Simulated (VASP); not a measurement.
Method: revPBE GGA, VASP's PBE PAW potentials (set 64) (plane waves; VASP 6.6.1).

A VASP calculation is set up with these files.

File POSCAR:
```
PdIn
1
    3.2500000000     0.0000000000     0.0000000000
    0.0000000000     3.2500000000     0.0000000000
    0.0000000000     0.0000000000     3.2500000000
In Pd
1 1
Direct
  0.5000000000   0.5000000000   0.5000000000
  0.0000000000   0.0000000000   0.0000000000
```

INCAR:
```
SYSTEM=PdIn
PREC=Accurate; ENCUT=520; LREAL=.FALSE.
LASPH=.TRUE.
EDIFF=1E-6; NELM=100; ALGO=Normal
LMAXMIX=4
ISMEAR=1; SIGMA=0.1
GGA=RE
IBRION=2; NSW=60; ISIF=3
EDIFFG=-0.01
LWAVE=.FALSE.; LCHARG=.FALSE.
```

### KPOINTS
```
Automatic mesh
0
Gamma
10 10 10
0 0 0
```

POTCAR, in this order: In_d Pd (PBE.64 set). Program: vasp_std.

The run wrote:

**OSZICAR**
```
       N       E                     dE             d eps       ncg     rms          rms(c)
DAV:   1     0.160065850193E+03    0.16007E+03   -0.11575E+04  1709   0.201E+03
DAV:   2    -0.535448218033E+00   -0.16060E+03   -0.15693E+03  1750   0.404E+02
DAV:   3    -0.793131883297E+01   -0.73959E+01   -0.73708E+01  2170   0.934E+01
DAV:   4    -0.805361938528E+01   -0.12230E+00   -0.12228E+00  1991   0.113E+01
DAV:   5    -0.805899939772E+01   -0.53800E-02   -0.53800E-02  2500   0.218E+00    0.666E+00
DAV:   6    -0.791278057392E+01    0.14622E+00   -0.31601E-01  2100   0.930E+00    0.330E+00
DAV:   7    -0.788022419094E+01    0.32556E-01   -0.66861E-02  2205   0.529E+00    0.127E+00
DAV:   8    -0.787567260152E+01    0.45516E-02   -0.15848E-02  1890   0.132E+00    0.349E-01
DAV:   9    -0.787516619577E+01    0.50641E-03   -0.18507E-03  2163   0.743E-01    0.522E-02
DAV:  10    -0.787518038864E+01   -0.14193E-04   -0.40982E-05  2196   0.966E-02    0.246E-02
DAV:  11    -0.787518447582E+01   -0.40872E-05   -0.71987E-06  1988   0.297E-02    0.377E-03
DAV:  12    -0.787518487186E+01   -0.39604E-06   -0.30861E-07  1127   0.643E-03
   1 F= -.78751849E+01 E0= -.78746370E+01  d E =-.787518E+01
       N       E                     dE             d eps       ncg     rms          rms(c)
DAV:   1    -0.135854888142E+02   -0.57103E+01   -0.13431E+02  1743   0.231E+02    0.165E+01
DAV:   2    -0.855622656208E+01    0.50293E+01   -0.20143E+01  1687   0.610E+01    0.698E+00
DAV:   3    -0.804134297593E+01    0.51488E+00   -0.15409E+00  2250   0.196E+01    0.385E+00
DAV:   4    -0.791377597674E+01    0.12757E+00   -0.42532E-01  2397   0.109E+01    0.163E+00
DAV:   5    -0.790396121305E+01    0.98148E-02   -0.23405E-02  1813   0.149E+00    0.772E-01
DAV:   6    -0.790176360328E+01    0.21976E-02   -0.43951E-03  1890   0.512E-01    0.986E-02
DAV:   7    -0.790177407791E+01   -0.10475E-04   -0.18646E-04  2137   0.197E-01    0.466E-02
DAV:   8    -0.790176915990E+01    0.49180E-05   -0.26977E-05  1967   0.659E-02    0.870E-03
DAV:   9    -0.790176934103E+01   -0.18113E-06   -0.83452E-07  1218   0.959E-03
   2 F= -.79017693E+01 E0= -.79021508E+01  d E =-.265845E-01
       N       E                     dE             d eps       ncg     rms          rms(c)
DAV:   1    -0.930473966305E+01   -0.14030E+01   -0.26662E+01  1757   0.825E+01    0.844E+00
DAV:   2    -0.813400054784E+01    0.11707E+01   -0.65306E+00  1687   0.324E+01    0.273E+00
DAV:   3    -0.797016536326E+01    0.16384E+00   -0.62288E-01  2162   0.129E+01    0.103E+00
DAV:   4    -0.794925484729E+01    0.20911E-01   -0.63405E-02  2460   0.430E+00    0.114E+00
DAV:   5    -0.794824897374E+01    0.10059E-02   -0.13600E-03  1778   0.358E-01    0.813E-01
DAV:   6    -0.794727842415E+01    0.97055E-03   -0.26904E-03  1925   0.510E-01    0.523E-02
DAV:   7    -0.794728407771E+01   -0.56536E-05   -0.76186E-05  2236   0.942E-02    0.302E-02
DAV:   8    -0.794728873795E+01   -0.46602E-05   -0.60671E-06  2023   0.281E-02    0.869E-03
DAV:   9    -0.794728958203E+01   -0.84408E-06   -0.31309E-07  1050   0.615E-03
   3 F= -.79472896E+01 E0= -.79472011E+01  d E =-.721047E-01
```

**OUTCAR**
```
------------------------ aborting loop because EDIFF is reached ----------------------------------------
  FORCE on cell =-STRESS in cart. coord.  units (eV):
  Direction    XX          YY          ZZ          XY          YZ          ZX
  --------------------------------------------------------------------------------------
  Total       -0.0008672     -0.0008672     -0.0008672      0.0000000      0.0000000      0.0000000
  in kB       -0.0374984     -0.0374984     -0.0374984      0.0000000      0.0000000      0.0000000
  external PRESSURE =      -0.0374984 kB  Pullay stress =       0.0000000 kB
  volume of cell :       37.05
      direct lattice vectors                 reciprocal lattice vectors
     3.333834863 -0.000000000  0.000000000     0.299954869  0.000000000 -0.000000000
    -0.000000000  3.333834863 -0.000000000     0.000000000  0.299954869  0.000000000
     0.000000000 -0.000000000  3.333834863    -0.000000000  0.000000000  0.299954869
 POSITION                                       TOTAL-FORCE (eV/Angst)
 -----------------------------------------------------------------------------------
      1.66692      1.66692      1.66692         0.000000     -0.000000      0.000000
      0.00000      0.00000      0.00000        -0.000000      0.000000      0.000000
 -----------------------------------------------------------------------------------
    total drift:                                0.000000      0.000000     -0.000000
  FREE ENERGIE OF THE ION-ELECTRON SYSTEM (eV)
  ---------------------------------------------------
  free  energy   TOTEN  =        -7.9472895820 eV

  energy  without entropy=       -7.9470240758  energy(sigma->0) =       -7.94720108

 reached required accuracy - stopping structural energy minimisation
```
(Selected blocks of OUTCAR.)

File CONTCAR:
```
PdIn
   1.00000000000000
     3.3338348626081276   -0.0000000000000000    0.0000000000000000
    -0.0000000000000000    3.3338348626081276   -0.0000000000000000
     0.0000000000000000   -0.0000000000000000    3.3338348626081276
  In              Pd
     1     1
Direct
     0.5000000000000000    0.5000000000000000    0.5000000000000000
     0.0000000000000000    0.0000000000000000    0.0000000000000000
```

Energy and stress use the plane-wave basis of the starting cell.

The compound is PdIn in the CsCl type structure. This run relaxes it. Symmetry was kept, so distortions that lower it aren't found. The electron count is odd and the run is not spin-polarised, which forces a metal.
